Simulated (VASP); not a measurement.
Here is the system:

```xyz
8
Lattice="0.0000 2.3125 2.3125 2.3125 0.0000 2.3125 9.2244 9.2244 0.0255" Properties=species:S:1:pos:R:3 pbc="T T T"
Zr     9.2237     9.2237     0.0262
Zr     2.3061     2.3061     0.0064
Zr     6.9254     6.9254     4.6370
Zr     6.9183     6.9183     0.0191
N      2.3384     2.3384     2.2865
N      4.5863     4.5863     2.3512
C      6.8971     6.8971     2.3529
C      9.2521     9.2521     2.3104
```

All values below come from PBEsol GGA, VASP's PBE PAW potentials (set 64) (plane waves; VASP). Settings: 520 eV cut-off, 13×13×4 Γ-centred mesh, tetrahedra with Blöchl corrections, potentials Zr_sv N C.

Q: Estimate the energy per atom (σ→0), band gap (on the k-mesh) with the smallest direct gap where there is one.

A: 
| Quantity | Value |
|---|---|
| band gap (on the k-mesh) | none (metal, semimetal or under 0.01 eV) |
| energy per atom (σ→0) | -10.551 eV/atom |

The structure was generated: Zr4C2N2 was put into an ordered model structure (R-3m), which need not be its known phase. It was relaxed first.
